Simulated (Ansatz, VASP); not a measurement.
## BeZn2Te3 in VASP and in Ansatz

Contents of INCAR:

```
PREC = Accurate
ENCUT = 520
EDIFF = 1E-7
ISMEAR = 0
SIGMA = 0.1
LREAL = False
LASPH = True
NELM = 60
ALGO = Normal
ISIF = 2
LWAVE = False
LCHARG = False
GGA = PE
NBANDS = 31
```

File KPOINTS:

```
Automatic mesh
0
Gamma
  6 6 4
```

The input POSCAR:

```
BeZn2Te3
1.0
    5.7319224800      0.0000000000      0.0000000000
   -2.8659612400      4.9639904800      0.0000000000
    0.0000000000      0.0000000000      4.5504448400
Be Zn Te
1 2 3
Direct
    0.0000000000      0.0000000000      0.0000000000
    0.3333333300      0.6666666700      0.0000000000
    0.6666666700      0.3333333300      0.0000000000
    0.5000000000      0.5000000000      0.5000000000
    0.0000000000      0.5000000000      0.5000000000
    0.5000000000      0.0000000000      0.5000000000
```

Input for Ansatz:

```yaml
crystal:
  lattice:
    - [5.73192248, 0.0, 0.0]
    - [-2.86596124, 4.96399048, 0.0]
    - [0.0, 0.0, 4.55044484]
  atoms:
    - { symbol: Be, position: [0.0, 0.0, 0.0] }
    - { symbol: Zn, position: [0.33333333, 0.66666667, 0.0] }
    - { symbol: Zn, position: [0.66666667, 0.33333333, 0.0] }
    - { symbol: Te, position: [0.5, 0.5, 0.5] }
    - { symbol: Te, position: [0.0, 0.5, 0.5] }
    - { symbol: Te, position: [0.5, 0.0, 0.5] }
basis:
  ecutwfc: 420
kpoints:
  mp_grid: { grid: [6, 6, 4] }
hamiltonian:
  xc: pbe
scf:
  occupations: { method: gaussian, width: 0.1 }
  lower_state_search: "off"
output:
  forces: true
  stress: true
  eigenvalues: true
```

Change from the starting cell: species swapped into the CeGa3Pd2 type (P6/mmm, No. 191).

Alike in both runs: task single point; functional PBE; k mesh 6 × 6 × 4; occupations gaussian, width 0.1 eV; no spin polarisation.

|  | VASP | Ansatz |
| --- | --- | --- |
| version | VASP 6.6.1 | Ansatz 0.2.0 |
| potentials or method | VASP PAW PBE potentials, release 64 (Be, Zn, Te) | scalar-relativistic, plane waves, PAW |
| plane-wave cutoff (eV) | 520 | 420 |
| valence electrons in the cell | 44 | 74 |

```tsv
	VASP	Ansatz	Ansatz less VASP
gap on the k mesh at the Fermi level (eV)	none	none	-
pressure (GPa)	19.3	19.2	-0.13
largest component of the traceless stress (GPa)	7.46	7.60	+0.142
```

A gap of «none» marks a metal or a gap that the smearing closes. The two sets of potentials don't hold the same shells in valence.

Caveats: so large a pressure means that the cell lies far from this level's equilibrium, or that cutoff or potentials fall short (VASP). Spin-orbit coupling is left out, which matters for the levels of Te.
